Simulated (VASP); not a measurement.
Calculation: r2SCAN+rVV10, VASP's PBE PAW potentials (set 64) (plane waves; VASP).

VASP input:

KPOINTS:
```
Automatic mesh
0
Gamma
15 15 15
0 0 0
```

**INCAR**
```
LWAVE  =  .False.
LCHARG  =  .False.
CPARAM  =  0.0093
SIGMA  =  0.1   # width (eV)
BPARAM  =  11.95
IBRION  =  2   # conjugate gradients
LASPH  =  .True.   # aspherical one-centre terms
EDIFF  =  1E-6   # SCF stop (eV)
PREC  =  Accurate
LMIXTAU  =  .True.
METAGGA  =  R2SCAN
ISMEAR  =  1   # Methfessel-Paxton
NELM  =  100
ALGO  =  Normal   # blocked Davidson
EDIFFG  =  -0.01
ISIF  =  3   # ions, shape and volume
LMAXMIX  =  4   # l cut-off of mixed one-centre charges
SYSTEM  =  V
ENCUT  =  520
LREAL  =  .False.
LUSE_VDW  =  .True.
NSW  =  60   # most ionic steps
```

File POSCAR:
```
V
1
   -1.4881100762     1.4881100762     1.4881100762
    1.4881100762    -1.4881100762     1.4881100762
    1.4881100762     1.4881100762    -1.4881100762
V
1
Direct
  0.0000000000   0.0000000000   0.0000000000
```

POTCAR, in this order: V_sv (PBE.64 set). Program: vasp_std.

The run wrote:

**OSZICAR**
```
       N       E                     dE             d eps       ncg     rms          rms(c)
DAV:   1     0.842773346213E+02    0.84277E+02   -0.75523E+03  2400   0.146E+03
DAV:   2    -0.169525498981E+02   -0.10123E+03   -0.99260E+02  2462   0.387E+02
DAV:   3    -0.186010146058E+02   -0.16485E+01   -0.15958E+01  2520   0.580E+01
DAV:   4    -0.186116227178E+02   -0.10608E-01   -0.10591E-01  2456   0.498E+00
DAV:   5    -0.186117547139E+02   -0.13200E-03   -0.13199E-03  2500   0.552E-01    0.235E+01
DAV:   6    -0.135184890323E+02    0.50933E+01   -0.13646E+01  2410   0.607E+01    0.332E+00
DAV:   7    -0.138518394384E+02   -0.33335E+00   -0.11351E+00  2400   0.158E+01    0.246E+00
DAV:   8    -0.138121019394E+02    0.39737E-01   -0.29388E-01  2402   0.810E+00    0.113E+00
DAV:   9    -0.138472800976E+02   -0.35178E-01   -0.14630E-02  2400   0.202E+00    0.769E-01
DAV:  10    -0.138446601242E+02    0.26200E-02   -0.15265E-02  2410   0.184E+00    0.669E-02
DAV:  11    -0.138456727278E+02   -0.10126E-02   -0.13068E-03  2400   0.530E-01    0.125E-01
DAV:  12    -0.138445299665E+02    0.11428E-02   -0.73107E-04  2400   0.350E-01    0.116E-01
DAV:  13    -0.138442924915E+02    0.23747E-03   -0.50740E-04  2414   0.325E-01    0.285E-03
DAV:  14    -0.138442951645E+02   -0.26730E-05   -0.55685E-06  2376   0.348E-02    0.388E-03
DAV:  15    -0.138442911750E+02    0.39895E-05   -0.57843E-07  1232   0.106E-02    0.845E-04
DAV:  16    -0.138442920118E+02   -0.83671E-06   -0.55082E-08  1202   0.310E-03
   1 F= -.13844292E+02 E0= -.13844277E+02  d E =-.138443E+02
```

OUTCAR:
```
------------------------ aborting loop because EDIFF is reached ----------------------------------------
  FORCE on cell =-STRESS in cart. coord.  units (eV):
  Direction    XX          YY          ZZ          XY          YZ          ZX
  --------------------------------------------------------------------------------------
  Total        0.0012423      0.0012423      0.0012423      0.0000000     -0.0000000      0.0000000
  in kB        0.1510032      0.1510032      0.1510032      0.0000000     -0.0000000      0.0000000
  external PRESSURE =       0.1510032 kB  Pullay stress =       0.0000000 kB
  volume of cell :       13.18
      direct lattice vectors                 reciprocal lattice vectors
    -1.488110076  1.488110076  1.488110076     0.000000000  0.335996650  0.335996650
     1.488110076 -1.488110076  1.488110076     0.335996650  0.000000000  0.335996650
     1.488110076  1.488110076 -1.488110076     0.335996650  0.335996650  0.000000000
 POSITION                                       TOTAL-FORCE (eV/Angst)
 -----------------------------------------------------------------------------------
      0.00000      0.00000      0.00000        -0.000000      0.000000     -0.000000
 -----------------------------------------------------------------------------------
    total drift:                                0.000000     -0.000000      0.000000
  FREE ENERGIE OF THE ION-ELECTRON SYSTEM (eV)
  ---------------------------------------------------
  free  energy   TOTEN  =       -13.8442920118 eV

  energy  without entropy=      -13.8442459132  energy(sigma->0) =      -13.84427665

 reached required accuracy - stopping structural energy minimisation
```
(Selected blocks of OUTCAR.)

The compound is V in the bcc structure. It was relaxed first, which changed the volume by -5 %. The start is the result of an earlier pass. The run is not spin-polarised, so no magnetic state was tried.
